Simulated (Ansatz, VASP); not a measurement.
## Two plane-wave programs on YAl2N3

```
CELL_PARAMETERS angstrom
-2.58914 2.58914 3.35401
2.58914 -2.58914 3.35401
2.58914 2.58914 -3.35401
ATOMIC_POSITIONS crystal
Y 0.50000 0.50000 0.00000
Al 0.50000 0.00000 0.50000
Al 0.00000 0.50000 0.50000
N 0.75000 0.25000 0.50000
N 0.25000 0.75000 0.50000
N 0.00000 0.00000 0.00000
```

Alike in both runs: task relaxation of cell and atoms; functional PBE; k mesh 6 × 6 × 6; occupations gaussian, width 0.1 eV; no spin polarisation.

|  | VASP | Ansatz |
| --- | --- | --- |
| version | VASP 6.6.1 | Ansatz 0.2.0 |
| potentials or method | VASP PAW PBE potentials, release 64 (Y_sv, Al, N) | scalar-relativistic, plane waves, PAW |
| plane-wave cutoff (eV) | 600 | 420 |
| valence electrons in the cell | 32 | 32 |

```tsv
	VASP	Ansatz	Ansatz less VASP
gap on the k mesh at the Fermi level, each at its own relaxed structure (eV)	none	none	-
relaxed volume (Å³/atom)	16.66	16.63	-0.024
relaxed cell length with the largest relative difference (Å)	5.135	5.133	-0.0023
energy change over the relaxation (meV/atom)	-40	-41	-0.2
```

A gap of «none» marks a metal or a gap that the smearing closes.
